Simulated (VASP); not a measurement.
InAs (space group P6_3mc): computed properties

The numbers are results of r2SCAN meta-GGA, VASP's PBE PAW potentials (set 64) (plane waves; VASP 6.6.1), not measurements.

```yaml
space_group: P6_3mc (186)
cell: a = 4.3094 Å, b = 4.3094 Å, c = 7.0840 Å, α = 90.00°, β = 90.00°, γ = 120.00°
volume_per_atom: 28.48 Å³/atom
band gap (over mesh and band path): 0.13 eV
smallest direct gap (over mesh and band path): 0.13 eV
band_edge_character: direct, Γ to Γ
density: 5.53 g/cm³
```

```yaml
crystal:
  lattice:
    - [4.30939, 0.00000, 0.00000]
    - [-2.15469, 3.73204, 0.00000]
    - [0.00000, 0.00000, 7.08400]
  atoms:
    - { symbol: In, position: [0.66667, 0.33333, 0.50062] }
    - { symbol: In, position: [0.33333, 0.66667, 0.00062] }
    - { symbol: As, position: [0.66667, 0.33333, 0.87488] }
    - { symbol: As, position: [0.33333, 0.66667, 0.37488] }
```

Unless said otherwise, spin-orbit coupling is left out, though it shifts the bands of the heavy elements here.

The structure comes from a computed database's InAs entry (P6_3mc); how it stands against other phases isn't given here. It was relaxed first. Symmetry was kept, so distortions that lower it aren't found.
